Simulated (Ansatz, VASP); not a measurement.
# Cross-check of H89C3S3O52F9 between VASP and Ansatz

Aim: how closely do two programs agree when they are given the same cell, functional and k mesh? The cell is taken from a series of runs on this material, whose earlier steps may have relaxed, scaled, displaced or heated it; both programs get it as it stands.

Calculated with Ansatz 0.2.0; plane waves, with VASP 6.6.1 beside it; single point at PBE with D3(BJ).

## (1) The structure

The cell holds 156 atoms: 52 O, 3 S, 3 C, 9 F and 89 H. Its edges and angles: a = 11.825 Å, b = 11.825 Å, c = 11.825 Å, α = 90.0°, β = 90.0°, γ = 90.0°.

## (2) Ansatz: single point, PBE with D3(BJ)

Ansatz runs on its default PAW (the set named soft_2) files.

A single point gives forces, pressure and levels at one fixed geometry, so differences don't come from the geometry; what else differs is listed under the comparison.

Input file input.yaml:

```yaml
crystal:
  lattice:
    - [11.82524, 0.0, 0.0]
    - [0.0, 11.82524, 0.0]
    - [0.0, 0.0, 11.82524]
  atoms:
    - { symbol: O, position: [0.77871, 0.31954, 0.50951] }
    - { symbol: S, position: [0.78075, 0.20934, 0.5638] }
    - { symbol: O, position: [0.81705, 0.22386, 0.67932] }
    - { symbol: O, position: [0.8569, 0.13306, 0.50279] }
    - { symbol: C, position: [0.64174, 0.14083, 0.57127] }
    - { symbol: F, position: [0.55818, 0.20101, 0.51189] }
    - { symbol: F, position: [0.59901, 0.12042, 0.67515] }
    - { symbol: F, position: [0.64554, 0.03862, 0.51914] }
    - { symbol: O, position: [0.26298, 0.53961, 0.49383] }
    - { symbol: S, position: [0.22715, 0.42965, 0.53376] }
    - { symbol: O, position: [0.10382, 0.41282, 0.52868] }
    - { symbol: O, position: [0.25932, 0.42382, 0.65357] }
    - { symbol: C, position: [0.29097, 0.31104, 0.44656] }
    - { symbol: F, position: [0.26205, 0.20761, 0.49541] }
    - { symbol: F, position: [0.40427, 0.30882, 0.43099] }
    - { symbol: F, position: [0.25098, 0.30707, 0.34143] }
    - { symbol: O, position: [0.51276, 0.73281, 0.27012] }
    - { symbol: S, position: [0.42896, 0.7982, 0.20944] }
    - { symbol: O, position: [0.31707, 0.7903, 0.25967] }
    - { symbol: O, position: [0.4282, 0.77592, 0.0857] }
    - { symbol: C, position: [0.47366, 0.9496, 0.22264] }
    - { symbol: F, position: [0.43568, 0.00205, 0.31496] }
    - { symbol: F, position: [0.44555, 0.01526, 0.1326] }
    - { symbol: F, position: [0.59023, 0.95514, 0.22312] }
    - { symbol: O, position: [0.16369, 0.72363, 0.40638] }
    - { symbol: H, position: [0.20213, 0.65528, 0.43155] }
    - { symbol: H, position: [0.08989, 0.69256, 0.37562] }
    - { symbol: H, position: [0.21108, 0.73438, 0.33414] }
    - { symbol: O, position: [0.98206, 0.05125, 0.34104] }
    - { symbol: H, position: [0.92376, 0.99598, 0.31759] }
[... 120 atom lines left out ...]
    - { symbol: O, position: [0.82861, 0.13535, 0.0437] }
    - { symbol: H, position: [0.91153, 0.13355, 0.02722] }
    - { symbol: H, position: [0.78698, 0.09305, 0.98346] }
    - { symbol: O, position: [0.73828, 0.68596, 0.25756] }
    - { symbol: H, position: [0.65709, 0.70954, 0.25962] }
    - { symbol: H, position: [0.74764, 0.62192, 0.20312] }
kpoints:
  mp_grid: { grid: [1, 1, 1] }
hamiltonian:
  xc: pbe
  dispersion: d3bj
scf:
  occupations: { method: fixed }
output:
  forces: true
```

On the command line:

```sh
> ansatz run input.yaml --threads 4 --pin off --max-ram 8192MiB --backend cpu --events-out ev --progress --plain --runs-dir out
```

Numbers of over 12 decimals in the logs are rounded to 6 here.

What it wrote:

```text
Engine: ansatz 0.2.0, x86_64-unknown-linux-gnu
Pseudopotentials: kind: paw
Pseudopotential: O, paw, valence charge 6, recommended cutoff 420 eV (normal), O.paw.azcp
Pseudopotential: S, paw, valence charge 6, recommended cutoff 420 eV (normal), S.paw.azcp
Pseudopotential: C, paw, valence charge 4, recommended cutoff 420 eV (normal), C.paw.azcp
Pseudopotential: F, paw, valence charge 7, recommended cutoff 420 eV (normal), F.paw.azcp
Pseudopotential: H, paw, valence charge 1, recommended cutoff 420 eV (normal), H.paw.azcp
Functional definition: PBE
  parameter kappa = 0.804
  parameter beta = 0.066725
  exchange = pbe_x(kappa = kappa, mu = beta*pi^2/3)
  correlation = pbe_c(beta = beta)
Crystal: 156 atoms, lattice volume = 1653.598 Å³
Basis set: ecut = 420 eV, 32423 PW (Γ), exchange–correlation on 160×160×160 points (8 copies of the dense FFT grid, shifted against one another)
Bands: 403, of which v1, the nominal top of the filled ones, is band 247 counted from 1 (246 counted from 0)
Symmetry: 1 space group operations
Space group: P1 (ITA 1), of the structure as read, at distance tolerance 1.2e-4 Å
k-points: 1
Non-local potential: O, projectors of the file, l = 0: 2, l = 1: 2, l = 2: 1
Non-local potential: S, projectors of the file, l = 0: 2, l = 1: 2, l = 2: 2
Non-local potential: C, projectors of the file, l = 0: 2, l = 1: 2, l = 2: 1
Non-local potential: F, projectors of the file, l = 0: 2, l = 1: 2, l = 2: 1
Non-local potential: H, projectors of the file, l = 0: 2, l = 1: 1
PAW form: soft (Blöchl's): semilocal exchange-correlation on the pseudo side does not see the compensation charge
PAW one-centre angular grid: O, 110 points (default); XC on 64 Gauss nodes
PAW one-centre angular grid: S, 110 points (default); XC on 64 Gauss nodes
PAW one-centre angular grid: C, 110 points (default); XC on 64 Gauss nodes
PAW one-centre angular grid: F, 110 points (default); XC on 64 Gauss nodes
PAW one-centre angular grid: H, 110 points (default); XC on 64 Gauss nodes
Initial density: superposition of atomic densities (neutral atoms: chi_scale 0, normalization atom), corrected by the library's trained network
Initial wavefunctions: pseudopotential atomic-orbital guess
Functional: x = pbe(κ = 0.804, μ = 0.219515), c = pbe(β = 0.066725)
SCF iter   1: F=—  HF=-41661.874830 eV  |F-HF|=—  |Δ(HF+E_count)|=         —  Δρ=4.44e-3  dr2=6.14e-1  ethr=1.77e-3  ⟨swp⟩=5.0  Hψ=1367  notcnv=0  defer=154
preconditioner: auto → Resta (q_TF=auto, 2.231 Å⁻¹)  ε∞=2.3  [insulator: Δε(μ)=4.364 eV  Ē_g=17.478 eV  n_scr=304 (ndim 8)  ℏωp=19.9 eV  f_vac=0.285  ε∞_Penn≈2.3]
SCF iter   2: F=—  HF=-41661.646821 eV  |F-HF|=—  |Δ(HF+E_count)|=   2.28e-1  Δρ=2.37e-3  dr2=1.36e-1  ethr=1.24e-4  ⟨swp⟩=3.0  Hψ=596  notcnv=0  defer=154
SCF iter   3: F=—  HF=-41661.594126 eV  |F-HF|=—  |Δ(HF+E_count)|=   5.27e-2  Δρ=1.40e-3  dr2=4.29e-2  ethr=2.76e-5  ⟨swp⟩=3.0  Hψ=498  notcnv=0  defer=73
automatic band count: iteration 3 solves 322 bands in place of 403: the levels show a gap, and the empty bands left out lie too high to hold charge; the band table lists the bands solved (type scf.n_extra_bands for more)
SCF iter   4: F=—  HF=-41661.579981 eV  |F-HF|=—  |Δ(HF+E_count)|=   1.41e-2  Δρ=4.67e-4  dr2=5.13e-3  ethr=8.68e-6  ⟨swp⟩=3.0  Hψ=564  notcnv=0  defer=73
SCF iter   5: F=—  HF=-41661.578629 eV  |F-HF|=—  |Δ(HF+E_count)|=   1.35e-3  Δρ=2.48e-4  dr2=9.46e-4  ethr=1.04e-6  ⟨swp⟩=3.0  Hψ=525  notcnv=0  defer=73
SCF iter   6: F=—  HF=-41661.578460 eV  |F-HF|=—  |Δ(HF+E_count)|=   1.69e-4  Δρ=9.42e-5  dr2=1.33e-4  ethr=1.91e-7  ⟨swp⟩=3.0  Hψ=494  notcnv=0  defer=73
SCF iter   7: F=—  HF=-41661.578435 eV  |F-HF|=—  |Δ(HF+E_count)|=   2.59e-5  Δρ=3.34e-5  dr2=1.55e-5  ethr=2.69e-8  ⟨swp⟩=3.0  Hψ=494  notcnv=0  defer=68
SCF iter   8: F=—  HF=-41661.578507 eV  |F-HF|=—  |Δ(HF+E_count)|=   7.21e-5  Δρ=1.25e-5  dr2=2.59e-6  ethr=3.14e-9  ⟨swp⟩=2.0  Hψ=500  notcnv=0  defer=66
SCF iter   9: F=—  HF=-41661.578507 eV  |F-HF|=—  |Δ(HF+E_count)|=   4.01e-8  Δρ=3.83e-6  dr2=2.36e-7  ethr=5.24e-10  ⟨swp⟩=2.0  Hψ=493  notcnv=0  defer=66
SCF iter  10: F=-41661.578507 eV  HF=-41661.578507 eV  |F-HF|=5.37e-8  |Δ(HF+E_count)|=   7.44e-9  Δρ=2.34e-6  dr2=7.56e-8  ethr=2.02e-11  ⟨swp⟩=5.0  Hψ=1089  notcnv=0
SCF 1 converged in 10 iterations: F = -41661.578507 eV  dr2 = 7.56e-8
  greatest PAW one-centre occupation: 0.935 electrons in one spin orbital (limit 2), on the F atom at site 14 (counted from 0), in its partial waves of l = 0
SCF converged after 10 iterations
Free energy (F): -41661.578507 eV
Harris-Foulkes:  -41661.578507 eV  (|F-HF|=5.37e-8)
Internal energy: -41661.578507 eV  (E = F + TS)
E sigma→0 (E₀):  -41661.578507 eV
Fermi energy:    -1.198494 eV
--- Per-component energies (eV) ---
  E_band       = -4836.204051
  E_kinetic    = 12776.257557
  E_local      = -44055.263824  (includes V_loc(G=0)·N_el)
  E_nonlocal   = 3466.396019
  E_hartree    = 16386.093820
  E_xc         = -5738.029664
  E_vxc        = -7220.179596  (∫ρ·V_xc dr)
  E_paw        = -12196.076258  (= ΣΔE_a)
  E_vpaw       = -2575.639944  (= ΣTr[D̂ρ^β])
  E_aug_tail   = 0.044858  (compensation charges beyond the density's cutoff)
  E_ewald      = -12294.814489
  E_disp       = -6.186526  (pairwise vdW)
  E_smearing   = -0.000000  (= −TS)
  E_closure    = 0.000000  (closes the sum)
  Σ components = -41661.578507   (vs F -41661.578507, Δ=0.00e0)
--- Forces (eV/Å), atoms counted from 1 ---
  atom   1  O     -1.81503016     0.54058115    -0.59660394
  atom   2  S      3.42535735     0.14219668    -0.50829367
  atom   3  O     -0.28955883    -0.39359074     2.15587121
  atom   4  O     -0.74943603    -0.55039442     0.02626443
  atom   5  C     -3.25028498    -0.93117619    -1.65614282
  atom   6  F      1.70683395    -0.45218855     1.06693782
  atom   7  F      0.68190265     0.78532409    -0.28567101
  atom   8  F      0.41265914     0.57897776     0.26179687
  atom   9  O      0.75950420     0.72292497    -1.89924714
  atom  10  S     -1.73623396     0.63448957     1.99133381
  atom  11  O      0.96882495    -0.49045090    -0.37035331
  atom  12  O      1.02937970    -1.51924604    -0.01949648
  atom  13  C      1.02913521    -2.78177389    -0.97615651
  atom  14  F      0.08078394     1.47602336     0.10818498
  atom  15  F     -0.61991231     0.94209205     1.11108110
  atom  16  F     -1.04461386     0.79986033     0.02063842
  atom  17  O      0.74644893    -0.01676835     0.85340159
  atom  18  S     -0.33567350    -0.30981457    -1.43791924
  atom  19  O     -0.00392014     0.19309673     0.49474084
  atom  20  O     -0.32571010     0.79592157     1.34776384
  atom  21  C      2.01980505     2.05990970    -0.70959024
  atom  22  F     -0.25096965    -0.61533277     0.22132827
  atom  23  F     -0.72908154    -0.76037531     0.08348123
  atom  24  F     -0.92717902    -0.71166063     0.37055772
[...]
atom 149  H     -0.78142721     0.00832213     0.77542029
  atom 150  H      0.82119419    -0.37538895    -0.46088227
  atom 151  O     -0.02997748    -0.31274750    -0.89516151
  atom 152  H     -1.17043687    -0.20839659     0.00017565
  atom 153  H      1.04354769     0.31090021     0.83841550
  atom 154  O     -0.45346579    -0.30738568    -0.47990234
  atom 155  H      1.10814349    -0.62594560    -0.44560100
  atom 156  H     -0.49146807     0.78281260     0.57718270
  max |Σ_I F_I| component: 1.45e-4 eV/Å
```

## (3) VASP: single point, PBE with D3(BJ)

The same cell, functional and mesh now go to VASP, with its own data sets.

Lines of VASP's logs that name or quote its potential files are left out, and so is its time.

Input file INCAR:

```
SYSTEM = H89C3S3O52F9
PREC = Accurate
ENCUT = 520
EDIFF = 1E-06
NELM = 120
ISMEAR = 0
SIGMA = 0.01
LREAL = Auto
ALGO = Normal
GGA = PE
IVDW = 12
NBANDS = 356
LORBIT = 11
LWAVE = .FALSE.
LCHARG = .FALSE.
ISIF = 2
LASPH = .TRUE.
GGA_COMPAT = .FALSE.
EFERMI = MIDGAP
```

Input file POSCAR:

```
H89C3S3O52F9
1.0
   11.8252400000      0.0000000000      0.0000000000
    0.0000000000     11.8252400000      0.0000000000
    0.0000000000      0.0000000000     11.8252400000
O S C F H
52 3 3 9 89
Direct
    0.7787100000      0.3195400000      0.5095100000
    0.8170500000      0.2238600000      0.6793200000
    0.8569000000      0.1330600000      0.5027900000
    0.2629800000      0.5396100000      0.4938300000
    0.1038200000      0.4128200000      0.5286800000
    0.2593200000      0.4238200000      0.6535700000
    0.5127600000      0.7328100000      0.2701200000
    0.3170700000      0.7903000000      0.2596700000
    0.4282000000      0.7759200000      0.0857000000
    0.1636900000      0.7236300000      0.4063800000
    0.9820600000      0.0512500000      0.3410400000
    0.7821100000      0.6633600000      0.5942900000
    0.1537100000      0.8606500000      0.1339600000
    0.2911000000      0.2261700000      0.7746700000
    0.4423600000      0.8973400000      0.6278000000
    0.7805500000      0.1681400000      0.2689700000
    0.1399700000      0.6008400000      0.2262600000
    0.8770600000      0.9407200000      0.8347100000
    0.0494400000      0.7975500000      0.7460600000
    0.6200900000      0.8046600000      0.5121600000
    0.5061200000      0.3736800000      0.7325800000
    0.3308500000      0.4764800000      0.1461600000
    0.7124700000      0.4144500000      0.2342000000
    0.7991300000      0.9070900000      0.3808400000
    0.5628800000      0.7982800000      0.9122600000
    0.4879900000      0.2414500000      0.9094700000
    0.0147900000      0.9689800000      0.5900400000
    0.6263900000      0.4957400000      0.5139300000
    0.5783100000      0.0245500000      0.8882200000
    0.3962300000      0.6430800000      0.6492900000
[... 120 atom lines left out ...]
    0.2423600000      0.3297000000      0.9110400000
    0.1375500000      0.3952600000      0.9725800000
    0.9115300000      0.1335500000      0.0272200000
    0.7869800000      0.0930500000      0.9834600000
    0.6570900000      0.7095400000      0.2596200000
    0.7476400000      0.6219200000      0.2031200000
```

Input file KPOINTS:

```
Automatic mesh
0
Gamma
1 1 1
0 0 0
```

The projector-augmented-wave data sets are O, S, C, F and H (PBE family, release 64).

On the command line:

```sh
> export OMP_NUM_THREADS=3
> mpirun -np 1 vasp_gam
```

What it wrote:

```text
[banner, memory and clock lines left out]
running    1 mpi-ranks, on    1 nodes
[...]
Offloading initialized ...    1 GPUs detected
[...]
LDA part: xc-table for (Slater+PW92), standard interpolation
 POSCAR, INCAR and KPOINTS ok, starting setup
[...]
entering main loop
       N       E                     dE             d eps       ncg     rms          rms(c)
DAV:   1     0.424230634217E+04    0.42423E+04   -0.28060E+05   752   0.131E+03
DAV:   2    -0.422701250310E+03   -0.46650E+04   -0.44656E+04   876   0.331E+02
DAV:   3    -0.841716923415E+03   -0.41902E+03   -0.41587E+03   864   0.104E+02
DAV:   4    -0.848959950186E+03   -0.72430E+01   -0.72140E+01   864   0.149E+01
[...]
DAV:  18    -0.770995852024E+03    0.85064E-05   -0.91621E-06   808   0.118E-02    0.516E-03
DAV:  19    -0.770995850944E+03    0.10807E-05   -0.87270E-06   880   0.754E-03    0.507E-03
DAV:  20    -0.770995850582E+03    0.36155E-06   -0.12914E-06   592   0.308E-03
   1 F= -.77718151E+03 E0= -.77718151E+03  d E =0.000000E+00
```

From OUTCAR (step 3):

```text
  FREE ENERGIE OF THE ION-ELECTRON SYSTEM (eV)
  ---------------------------------------------------
  free  energy   TOTEN  =      -777.1815135443 eV

  energy  without entropy=     -777.1815135443  energy(sigma->0) =     -777.18151354
```

The run ends at a pressure of -1.45 GPa, with forces up to 3.7 eV/Å.

## (4) Differences

Known differences besides the potentials themselves: fixed occupations in Ansatz, narrow Gaussian smearing in VASP; the cutoff is 420 eV in Ansatz and 520 eV in VASP (PREC = Accurate, projectors in real space). Total energies have different zeros and are not compared.

Both answers:

```
              quantity  Ansatz   VASP  difference
gap on the k mesh (eV)   4.022  3.975      +0.047
```

Forces on 8 of the 156 atoms, those with the largest forces and the largest differences (eV/Å; atoms numbered as in POSCAR):

```
atom          Ansatz x, y, z            VASP x, y, z
  O2   -0.290, -0.394, 2.156   -0.384, -0.431, 1.850
 S53    3.425, 0.142, -0.508    3.662, 0.269, -0.466
 S54    -1.736, 0.634, 1.991    -1.792, 0.888, 2.105
 C56  -3.250, -0.931, -1.656  -2.904, -0.673, -1.683
 C57   1.029, -2.782, -0.976   0.884, -2.499, -0.655
 C58    2.020, 2.060, -0.710    1.906, 1.639, -0.765
 F64    -1.045, 0.800, 0.021   -1.209, 0.792, -0.404
 H74   -1.765, 2.075, -1.152   -1.820, 2.211, -1.216
```

The forces differ by 88 meV/Å r.m.s., which is 12.9 % of the r.m.s. force of 0.687 eV/Å (both taken over all components). A gap on the mesh is an upper bound, since the band edges may lie between its points.

## (5) What came out

```yaml
r_m_s_force_difference_single_point_pbe_with_d3_bj: 13 % of the r.m.s. force
difference_in_gap_on_the_k_mesh_single_point_pbe_with_d3_bj: 0.047 eV
```

In words: The r.m.s. force difference is 13 % of the r.m.s. force (single point, PBE with D3(BJ)), beyond the 3 % picked in this series as the mark of a large difference. What causes the difference of the single point, PBE with D3(BJ) pair stays open here. How closely two codes agree says nothing of how well the functional describes the real material.

[Lines on the potential files, build, host, timing and source positions are cut from VASP's logs without a mark.]

[Logs are printed without paths, hosts, clocks, repeated set-up lines and the standing remarks that a program may print on its own settings, such as how far it seeks lower states.]

[Hosts, paths, dates, database ids (printed as entryN), source tags and the programs' standing remarks are cut or masked in the printed files.]
